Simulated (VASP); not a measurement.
```xyz
5
Lattice="1.9664 -3.4060 0.0000 1.9664 3.4060 0.0000 0.0000 0.0000 6.1062" Properties=species:S:1:pos:R:3 pbc="T T T"
La     1.9664     1.1353     1.5014
La     1.9664    -1.1353     4.6048
O      0.0000     0.0000     0.0000
O      1.9664     1.1353     3.9463
O      1.9664    -1.1353     2.1599
```

All values below come from r2SCAN meta-GGA, VASP's PBE PAW potentials (set 64) (plane waves; VASP 6.6.1). Settings: 520 eV cut-off, 8×8×5 Γ-centred mesh, Gaussian smearing of 0.010 eV, potentials La O.

### Question
Give the direction-averaged independent-particle dielectric function (no local fields, no excitons; a broadening of 0.1 eV leaves a tail below the gap, and fine structure carries the noise of the k-mesh).

### Answer

```
ħω (eV)     ε₁    ε₂
-------  -----  ----
0.00      4.45  0.00
0.30      4.45  0.00
0.70      4.48  0.01
1.10      4.51  0.01
1.50      4.57  0.02
1.90      4.65  0.02
2.30      4.76  0.03
2.70      4.90  0.04
3.00      5.03  0.05
3.40      5.27  0.07
3.80      5.59  0.10
4.20      6.11  0.17
4.60      7.09  0.60
5.00      7.12  1.75
5.40      7.64  2.89
5.80      6.96  3.69
6.10      6.82  4.71
6.50      5.90  5.35
6.90      4.52  5.82
7.30      3.39  5.30
7.70      3.81  5.54
8.10      2.10  5.66
8.50      1.70  4.47
8.90      2.00  4.18
9.20      2.59  4.60
9.60      2.05  5.29
10.00     1.56  5.74
10.40     0.13  6.73
10.80    -2.42  4.93
11.20    -2.02  3.04
11.60    -1.62  2.22
12.00    -0.83  1.61
```
ε₂ peaks at 6.8 eV (height 5.8), 7.9 eV (height 6.2), 10.4 eV (height 6.7); ε₁(0) averages 4.45, so the electronic refractive index below the gap tends to √4.45 = 2.11.

The compound is La2O3 in the a-type structure. It was relaxed first.
